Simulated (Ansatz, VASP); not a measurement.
**Ca12Al34O63: VASP beside Ansatz**

Aim: how closely do two programs agree when they are given the same cell, functional and k mesh? The structure shown is frame 91 of Ansatz's trajectory.

Main program and level: Ansatz 0.2.0; plane waves, with VASP 6.6.1 beside it; single point at PBE.

## 1. Set-up

The cell holds 109 atoms: 12 Ca, 34 Al and 63 O. Cell: a = 10.683 Å, b = 10.683 Å, c = 10.683 Å, α = 90.0°, β = 90.0°, γ = 90.0°. As first built, before any earlier steps moved the atoms (in the runner's words): 109 atoms (12 Ca, 34 Al, 63 O) placed at random at 3.15 g/cm^3, melted at 4000 K for 10 ps at fixed volume with the Morse and Coulomb pair potential with partial charges (Pedone, Malavasi, Menziani, Cormack and Segre, J. Phys. Chem. B 110, 11780 (2006)). Quenched from 4000 K to 300 K at 10 K/ps and fixed volume, held 10 ps at zero pressure.

## 2. Ansatz: dynamics, PBE

Ansatz runs on its default PAW (the set named soft_2) files.

One frame of this run of dynamics is then solved in both programs, so the motion causes no difference.

input.yaml

```yaml
crystal:
  lattice:
    - [10.68342, 0.0, 0.0]
    - [0.0, 10.68342, 0.0]
    - [0.0, 0.0, 10.68342]
  atoms:
    - { symbol: Ca, position: [0.12831, 0.25936, 0.73283] }
    - { symbol: Ca, position: [0.48887, 0.2898, 0.16799] }
    - { symbol: Ca, position: [0.5055, 0.93502, 0.17038] }
    - { symbol: Ca, position: [0.3923, 0.81749, 0.57197] }
    - { symbol: Ca, position: [0.29506, 0.58547, 0.04777] }
    - { symbol: Ca, position: [0.08069, 0.12526, 0.18503] }
    - { symbol: Ca, position: [0.25386, 0.37263, 0.37652] }
    - { symbol: Ca, position: [0.21632, 0.84192, 0.2584] }
    - { symbol: Ca, position: [0.33472, 0.05687, 0.40342] }
    - { symbol: Ca, position: [0.27148, 0.26308, 0.97198] }
    - { symbol: Ca, position: [0.26862, 0.97757, 0.98855] }
    - { symbol: Ca, position: [0.4605, 0.78844, 0.8747] }
    - { symbol: Al, position: [0.07709, 0.77331, 0.86419] }
    - { symbol: Al, position: [0.94475, 0.09608, 0.92283] }
    - { symbol: Al, position: [0.70789, 0.27722, 0.83892] }
    - { symbol: Al, position: [0.88845, 0.92326, 0.67849] }
    - { symbol: Al, position: [0.79228, 0.18867, 0.56622] }
    - { symbol: Al, position: [0.03134, 0.5118, 0.62931] }
    - { symbol: Al, position: [0.57742, 0.78237, 0.37475] }
    - { symbol: Al, position: [0.6346, 0.54116, 0.86156] }
    - { symbol: Al, position: [0.89115, 0.59791, 0.02877] }
    - { symbol: Al, position: [0.05919, 0.60021, 0.30787] }
    - { symbol: Al, position: [0.07776, 0.07003, 0.52189] }
    - { symbol: Al, position: [0.08427, 0.78366, 0.56351] }
    - { symbol: Al, position: [0.73912, 0.42035, 0.35437] }
    - { symbol: Al, position: [0.33683, 0.07451, 0.6954] }
    - { symbol: Al, position: [0.76428, 0.21442, 0.14754] }
    - { symbol: Al, position: [0.95903, 0.89803, 0.09639] }
    - { symbol: Al, position: [0.26114, 0.59325, 0.75246] }
    - { symbol: Al, position: [0.8417, 0.68763, 0.48692] }
[... 73 atom lines left out ...]
    - { symbol: O, position: [0.95432, 0.6841, 0.91937] }
    - { symbol: O, position: [0.20733, 0.09815, 0.60009] }
    - { symbol: O, position: [0.91536, 0.26082, 0.17214] }
    - { symbol: O, position: [0.90045, 0.0484, 0.0677] }
    - { symbol: O, position: [0.69237, 0.71419, 0.84692] }
    - { symbol: O, position: [0.96113, 0.16492, 0.59719] }
kpoints:
  mp_grid: { grid: [1, 1, 1] }
hamiltonian:
  xc: pbe
scf:
  occupations: { method: gaussian, width: 0.025 }
output:
  forces: true
md:
  timestep: 1.0
  n_steps: 274
  ensemble: nvt_nose_hoover
  temperature: 300
  initial_velocities: maxwell_boltzmann
  seed: 8100
```

Started as:

```bash
$ ansatz run input.yaml --threads 4 --pin off --max-ram 8192MiB --backend cpu --events-out ev --progress --plain --runs-dir out
```

Numbers of over 12 decimals in the logs are rounded to 6 here.

The program printed:

```text
Warning: md: disabling space-group detection — thermal motion breaks the input geometry's symmetry, so no spatial operation reduces the k-mesh or symmetrises the density; time reversal is kept, so that k and −k are solved as one point where they differ and the mesh holds both, and exact exchange and, on two spinor components, a DFT+U term hold to it where the run has them: on two components no moment then forms, and  [...]
Engine: ansatz 0.2.0, x86_64-unknown-linux-gnu
Pseudopotentials: kind: paw
Pseudopotential: Ca, paw, valence charge 10, recommended cutoff 420 eV (normal), Ca.paw.azcp
Pseudopotential: Al, paw, valence charge 3, recommended cutoff 420 eV (normal), Al.paw.azcp
Pseudopotential: O, paw, valence charge 6, recommended cutoff 420 eV (normal), O.paw.azcp
Functional definition: PBE
  parameter kappa = 0.804
  parameter beta = 0.066725
  exchange = pbe_x(kappa = kappa, mu = beta*pi^2/3)
  correlation = pbe_c(beta = beta)
Crystal: 109 atoms, lattice volume = 1219.357 Å³
Basis set: ecut = 420 eV, 23847 PW (Γ), exchange–correlation on 144×144×144 points (8 copies of the dense FFT grid, shifted against one another)
Bands: 409, of which v1, the nominal top of the filled ones, is band 300 counted from 1 (299 counted from 0)
Symmetry: 1 space group operations
k-points: 1
Non-local potential: Ca, projectors of the file, l = 0: 3, l = 1: 2, l = 2: 2
Non-local potential: Al, projectors of the file, l = 0: 2, l = 1: 2, l = 2: 1
Non-local potential: O, projectors of the file, l = 0: 2, l = 1: 2, l = 2: 1
PAW form: soft (Blöchl's): semilocal exchange-correlation on the pseudo side does not see the compensation charge
PAW one-centre angular grid: Ca, 110 points (default); XC on 64 Gauss nodes
PAW one-centre angular grid: Al, 110 points (default); XC on 64 Gauss nodes
PAW one-centre angular grid: O, 110 points (default); XC on 64 Gauss nodes
Initial density: superposition of atomic densities (neutral atoms: chi_scale 0, normalization atom), corrected by the library's trained network
Initial wavefunctions: pseudopotential atomic-orbital guess
Functional: x = pbe(κ = 0.804, μ = 0.219515), c = pbe(β = 0.066725)
SCF iter   1: F=—  HF=-75973.834378 eV  |F-HF|=—  |Δ(HF+E_count)|=         —  Δρ=2.30e-3  dr2=8.90e-2  ethr=1.77e-3  ⟨swp⟩=6.0  Hψ=1780  notcnv=0  defer=96
preconditioner: auto → Resta (q_TF=auto, 2.424 Å⁻¹)  ε∞=3.7  [insulator: Δε(μ)=3.300 eV  Ē_g=15.535 eV  σ=0.025 eV  W_gap=1.00  n_scr=256 (ndim 8)  ℏωp=25.5 eV  f_vac=0.020  D(μ)=0.00/eV (n_scr^D=0)  ε∞_Penn≈3.7]
SCF iter   2: F=—  HF=-75973.818047 eV  |F-HF|=—  |Δ(HF+E_count)|=   1.63e-2  Δρ=1.22e-3  dr2=2.02e-2  ethr=1.48e-5  ⟨swp⟩=2.0  Hψ=726  notcnv=0  defer=105
SCF iter   3: F=—  HF=-75973.820973 eV  |F-HF|=—  |Δ(HF+E_count)|=   2.93e-3  Δρ=6.25e-4  dr2=6.43e-3  ethr=3.37e-6  ⟨swp⟩=2.0  Hψ=503  notcnv=0  defer=105
SCF iter   4: F=—  HF=-75973.821021 eV  |F-HF|=—  |Δ(HF+E_count)|=   4.74e-5  Δρ=2.03e-4  dr2=5.68e-4  ethr=1.07e-6  ⟨swp⟩=2.0  Hψ=501  notcnv=0  defer=105
SCF iter   5: F=—  HF=-75973.821037 eV  |F-HF|=—  |Δ(HF+E_count)|=   1.64e-5  Δρ=1.05e-4  dr2=1.23e-4  ethr=9.46e-8  ⟨swp⟩=2.0  Hψ=495  notcnv=0  defer=105
SCF iter   6: F=—  HF=-75973.821052 eV  |F-HF|=—  |Δ(HF+E_count)|=   1.44e-5  Δρ=3.58e-5  dr2=1.51e-5  ethr=2.06e-8  ⟨swp⟩=2.0  Hψ=495  notcnv=0  defer=105
SCF iter   7: F=—  HF=-75973.823264 eV  |F-HF|=—  |Δ(HF+E_count)|=   2.21e-3  Δρ=1.84e-5  dr2=3.21e-6  ethr=2.51e-9  ⟨swp⟩=2.0  Hψ=709  notcnv=0  defer=105
SCF iter   8: F=—  HF=-75973.823265 eV  |F-HF|=—  |Δ(HF+E_count)|=   9.00e-7  Δρ=7.07e-6  dr2=5.24e-7  ethr=5.35e-10  ⟨swp⟩=2.0  Hψ=500  notcnv=0  defer=105
SCF iter   9: F=—  HF=-75973.823266 eV  |F-HF|=—  |Δ(HF+E_count)|=   4.24e-7  Δρ=3.75e-6  dr2=1.47e-7  ethr=1.67e-11  ⟨swp⟩=4.0  Hψ=1208  notcnv=0
SCF iter  10: F=-75973.823266 eV  HF=-75973.823266 eV  |F-HF|=1.03e-9  |Δ(HF+E_count)|=  7.86e-10  Δρ=1.40e-6  dr2=1.84e-8  ethr=1.67e-11  ⟨swp⟩=4.0  Hψ=1038  notcnv=0
SCF 1 converged in 10 iterations: F = -75973.823266 eV  dr2 = 1.84e-8
  greatest PAW one-centre occupation: 0.995 electrons in one spin orbital (limit 2), on the Ca atom at site 7 (counted from 0), in its partial waves of l = 0
md step     0: t =     0.00 fs  T =   300.0 K  F+E_penalty+E_count = -75973.82326559 eV  E_kin = 4.188024 eV  conserved = -75969.63524163 eV  (10 SCF iters)
[...]
md step   272: t =   272.00 fs  T =   331.8 K  F+E_penalty+E_count = -75978.18239710 eV  E_kin = 4.632113 eV  conserved = -75969.64757480 eV  (3 SCF iters)
[...]
md step   273: t =   273.00 fs  T =   326.0 K  F+E_penalty+E_count = -75978.11309504 eV  E_kin = 4.551174 eV  conserved = -75969.64750461 eV  (3 SCF iters)
[...]
md step   274: t =   274.00 fs  T =   320.6 K  F+E_penalty+E_count = -75978.04915343 eV  E_kin = 4.475741 eV  conserved = -75969.64748945 eV  (8 SCF iters)
SCF converged after 8 iterations
Free energy (F): -75978.049153 eV
Harris-Foulkes:  -75978.049153 eV  (|F-HF|=1.09e-8)
Internal energy: -75978.049153 eV  (E = F + TS)
E sigma→0 (E₀):  -75978.049153 eV
Fermi energy:    8.361445 eV
--- Per-component energies (eV) ---
  E_band       = -1685.299829
  E_kinetic    = 15489.053237
  E_local      = -32713.444172  (includes V_loc(G=0)·N_el)
  E_nonlocal   = 4123.748576
  E_hartree    = 11861.195733
  E_xc         = -7752.824029
  E_vxc        = -9110.958650  (∫ρ·V_xc dr)
  E_paw        = -36192.946808  (= ΣΔE_a)
  E_vpaw       = -3196.247292  (= ΣTr[D̂ρ^β])
  E_aug_tail   = 0.158038  (compensation charges beyond the density's cutoff)
  E_ewald      = -30792.989730
  E_smearing   = -0.000000  (= −TS)
  E_closure    = -0.000000  (closes the sum)
  Σ components = -75978.049153   (vs F -75978.049153, Δ=0.00e0)
--- Forces (eV/Å), atoms counted from 1 ---
  atom   1  Ca     0.94070158    -0.96892091    -0.49541053
  atom   2  Ca     1.30499601     0.24293691    -0.05944004
  atom   3  Ca    -0.26190051     0.31027989     0.29487785
  atom   4  Ca     0.70109762    -0.26903356     0.05870684
  atom   5  Ca     0.01236159    -0.39524143    -0.50024705
  atom   6  Ca     0.73879720    -0.34503885    -0.24065425
  atom   7  Ca     0.26045642     0.49478492    -0.01277871
  atom   8  Ca     0.60940347     0.61692273    -0.36243023
  atom   9  Ca    -0.39224190    -1.12240859    -0.01126218
  atom  10  Ca    -0.08653010     0.40414379     0.40046564
  atom  11  Ca    -0.79787432    -0.05207474     0.59803113
  atom  12  Ca    -0.06816796    -0.29923063    -0.27623413
  atom  13  Al     1.22584978     1.19241970    -0.58159089
  atom  14  Al     0.21668765     0.31024760     0.08218037
  atom  15  Al    -1.43799999    -0.64454927    -0.49923396
  atom  16  Al    -0.31874127    -0.20894571    -0.64024292
  atom  17  Al     1.42727054     0.82285760     0.07853078
  atom  18  Al     0.75003838    -0.35821446     0.19139543
  atom  19  Al    -0.03123622     0.42825855     0.62653131
  atom  20  Al    -0.07241553    -0.76472828    -0.17847702
  atom  21  Al    -0.10245102    -0.22261344     1.25979423
  atom  22  Al     0.28316072    -0.20456829    -1.87677138
  atom  23  Al    -0.31565319    -0.65695212    -0.26391546
  atom  24  Al     0.77012119     0.24010472     0.30935823
[...]
atom 102  O      0.08850648     0.42793412    -0.57635916
  atom 103  O      0.01848454     0.48586449    -0.40711302
  atom 104  O     -1.91831486    -1.43199796    -0.08319223
  atom 105  O      0.44224051     0.10219389     0.28780912
  atom 106  O      0.67447382     0.33793016     0.15701831
  atom 107  O     -0.33520103    -0.56693033     0.36882583
  atom 108  O      0.09557548    -0.03370175     1.39127010
  atom 109  O     -0.19274764    -0.27801597     0.42812015
  max |Σ_I F_I| component: 1.96e-4 eV/Å
--- MD trajectory: 274 steps, t = 0.0 → 274.0 fs ---
  final state: T = 320.6 K   F+E_penalty+E_count = -75978.04915343 eV   E_kin = 4.475741 eV
  conserved energy: peak-to-peak 1.396e-2 eV (1.281e-4 eV/atom) over 274.0 fs
```

In the SCF lines HF is the Harris–Foulkes energy and dr2 the Hartree energy of the density residual, in eV; the loop may stop once dr2 is under the threshold and the program's other checks hold. Hψ counts applications of the Hamiltonian.

## 3. VASP: single point, PBE

The same cell, functional, mesh and smearing now go to VASP, with its own data sets.

Lines of VASP's logs that name or quote its potential files are left out, and so is its time.

INCAR

```
SYSTEM = Ca12Al34O63
PREC = Accurate
ENCUT = 520
EDIFF = 1E-06
NELM = 120
ISMEAR = 0
SIGMA = 0.025
LREAL = Auto
ALGO = Normal
GGA = PE
NBANDS = 376
LORBIT = 11
LWAVE = .FALSE.
LCHARG = .FALSE.
ISIF = 2
LASPH = .TRUE.
GGA_COMPAT = .FALSE.
EFERMI = MIDGAP
NCORE = 2
```

POSCAR

```
Ca12Al34O63
1.0
   10.6834200000      0.0000000000      0.0000000000
    0.0000000000     10.6834200000      0.0000000000
    0.0000000000      0.0000000000     10.6834200000
Ca Al O
12 34 63
Direct
    0.1096371761      0.2596921211      0.7255541765
    0.5186634991      0.2623972473      0.1747006109
    0.4917245601      0.9333060013      0.1628223921
    0.3954164490      0.8402365535      0.5871902443
    0.2952144538      0.5929561882      0.0383772238
    0.0974781484      0.1102455955      0.1917737953
    0.2496017193      0.3844648998      0.3651078026
    0.2224474934      0.8309511374      0.2342695504
    0.3498130748      0.0762864326      0.4001808410
    0.2591866649      0.2652614987      0.9823633256
    0.2599542094      0.9748376456      0.9792182653
    0.4638495912      0.7880528894      0.8697682952
    0.0645392580      0.7748267877      0.8686169785
    0.9458394409      0.0821647001      0.9260892111
    0.6986152374      0.2719073106      0.8416218776
    0.8851004641      0.9240767470      0.6821879136
    0.8052009562      0.1785851347      0.5451344232
    0.0326112799      0.5163515054      0.6205222672
    0.5770062396      0.7838594757      0.3723620339
    0.6329995451      0.5418957600      0.8659960949
    0.8933843282      0.6021573616      0.0247673498
    0.0479621694      0.6158421180      0.3063906502
    0.1007261720      0.0539902016      0.5044639263
    0.0955780078      0.7979373646      0.5601202611
    0.7590827656      0.4266143239      0.3506087002
    0.3423248361      0.0769322932      0.7136385165
    0.7808548199      0.1902012651      0.1359770560
    0.9416366669      0.8965200282      0.1126699128
    0.2518762718      0.5987689335      0.7521842257
    0.8430072018      0.6769274259      0.4835155783
[... 73 atom lines left out ...]
    0.9343262738      0.6832362670      0.8869538032
    0.2122915696      0.1151223110      0.6137454111
    0.9343449944      0.2452023790      0.1734556912
    0.8773220560      0.0497780673      0.0724955117
    0.6802409715      0.7159505102      0.8505703230
    0.9808375969      0.1765633103      0.5767628718
```

KPOINTS

```
Automatic mesh
0
Gamma
1 1 1
0 0 0
```

The projector-augmented-wave data sets are Ca_sv, Al and O (PBE family, release 64).

Started as:

```bash
$ mpirun -np 8 vasp_gam
```

The program printed:

```text
[banner, memory and clock lines left out]
running    8 mpi-ranks, on    1 nodes
[...]
LDA part: xc-table for (Slater+PW92), standard interpolation
 POSCAR, INCAR and KPOINTS ok, starting setup
[...]
entering main loop
       N       E                     dE             d eps       ncg     rms          rms(c)
DAV:   1     0.687351679227E+04    0.68735E+04   -0.35091E+05   752   0.164E+03
DAV:   2    -0.125084384063E+03   -0.69986E+04   -0.67286E+04   912   0.445E+02
DAV:   3    -0.850851288288E+03   -0.72577E+03   -0.72008E+03   904   0.156E+02
DAV:   4    -0.882167661179E+03   -0.31316E+02   -0.31186E+02   992   0.291E+01
[...]
DAV:  17    -0.772396084396E+03    0.25216E-05   -0.20252E-04   960   0.293E-02    0.162E-02
DAV:  18    -0.772396083214E+03    0.11824E-05   -0.28742E-05   872   0.105E-02    0.902E-03
DAV:  19    -0.772396082768E+03    0.44610E-06   -0.79223E-06   864   0.563E-03
   1 F= -.77239608E+03 E0= -.77239608E+03  d E =0.000000E+00
```

From OUTCAR (step 3):

```text
  Total       42.3363077     42.2709675     48.5191932      2.0375298     -9.6901076    -10.2560414
  in kB       55.6278986     55.5420447     63.7519166      2.6772175    -12.7323414    -13.4759515
  external PRESSURE =      58.3072867 kB  Pullay stress =       0.0000000 kB

  FREE ENERGIE OF THE ION-ELECTRON SYSTEM (eV)
  ---------------------------------------------------
  free  energy   TOTEN  =      -772.3960827678 eV

  energy  without entropy=     -772.3960827678  energy(sigma->0) =     -772.39608277

[... 3 further parts left out ...]
[key lines of the parts left out:]
E-fermi :   5.8924
```

The run ends at a pressure of 5.83 GPa, with forces up to 3.2 eV/Å.

## 4. Differences

Known differences besides the potentials themselves: the cutoff is 420 eV in Ansatz and 520 eV in VASP (PREC = Accurate, projectors in real space). Total energies have different zeros and are not compared.

Forces on 10 of the 109 atoms, those with the largest forces and the largest differences (eV/Å; atoms numbered as in POSCAR):

```csv
atom,"Ansatz x, y, z","VASP x, y, z"
Ca2,"-0.511, 0.754, -0.143","-0.579, 0.784, -0.167"
Ca8,"-0.685, -0.310, 0.152","-0.730, -0.364, 0.166"
Al23,"0.556, 0.815, 2.288","0.548, 0.803, 2.290"
Al25,"-1.035, -2.837, -0.858","-1.044, -2.856, -0.857"
Al36,"2.236, -1.018, -1.944","2.268, -1.039, -1.970"
Al37,"-0.893, 0.859, 1.893","-0.909, 0.897, 1.898"
Al38,"-0.821, -2.883, -0.763","-0.848, -2.921, -0.793"
O76,"2.206, 0.598, -0.058","2.211, 0.605, -0.058"
O77,"0.013, 1.092, -0.078","0.038, 1.157, -0.111"
O100,"1.982, -0.966, -0.103","1.997, -0.974, -0.101"
```

The forces differ by 19 meV/Å r.m.s., which is 2.5 % of the r.m.s. force of 0.768 eV/Å (both taken over all components).

## 5. Summary of results

```json
{
  "r.m.s. force difference (single point, PBE)": "2.5 % of the r.m.s. force"
}
```

**Reading.** The r.m.s. force difference is 2.5 % of the r.m.s. force (single point, PBE), within the 3 % picked in this series as the mark of a large difference. 2 further runs of this series are not shown here. Such differences can come from data sets, numerical settings and the points named under the comparisons, not from the functional's error against experiment.

[Lines on the potential files, build, host, timing and source positions are cut from VASP's logs without a mark.]

[Logs are printed without paths, hosts, clocks, repeated set-up lines and the standing remarks that a program may print on its own settings, such as how far it seeks lower states.]

[Hosts, paths, dates, database ids (printed as entryN), source tags and the programs' standing remarks are cut or masked in the printed files.]
